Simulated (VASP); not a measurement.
Here is the system:

```
CELL_PARAMETERS angstrom
      1.57737    -2.73208     0.00000
      1.57737     2.73208     0.00000
      0.00000     0.00000     3.51197
ATOMIC_POSITIONS crystal
  Zr 0.00000 0.00000 0.00000
  B  0.33333 0.66667 0.50000
  B  0.66667 0.33333 0.50000
```

Level of theory: vdW-DF2, VASP's PBE PAW potentials (set 64) (plane waves; VASP 6.6.1). Settings: 520 eV cut-off, 10×10×8 Γ-centred mesh, first-order Methfessel-Paxton smearing of 0.10 eV, potentials Zr_sv B.

Energy and stress use the plane-wave basis of the starting cell.

Q: The ions, cell shape and volume are relaxed. What does this cell relax into?

A: 
```
CELL_PARAMETERS angstrom
      1.59211    -2.75761     0.00000
      1.59211     2.75761     0.00000
      0.00000     0.00000     3.64085
ATOMIC_POSITIONS crystal
  Zr 0.00000 0.00000 0.00000
  B  0.33333 0.66667 0.50000
  B  0.66667 0.33333 0.50000
```
Space group P6/mmm (191), at a tolerance of 0.03 Å.

Q: How do energy and volume change from the first to the last step?

A: The energy (σ→0) changes by -26.5 meV/atom and the volume by +5.6 %, in 6 ionic steps.

The compound is ZrB2 in the AlB2 type structure. This run relaxes it. Symmetry was kept, so distortions that lower it aren't found.
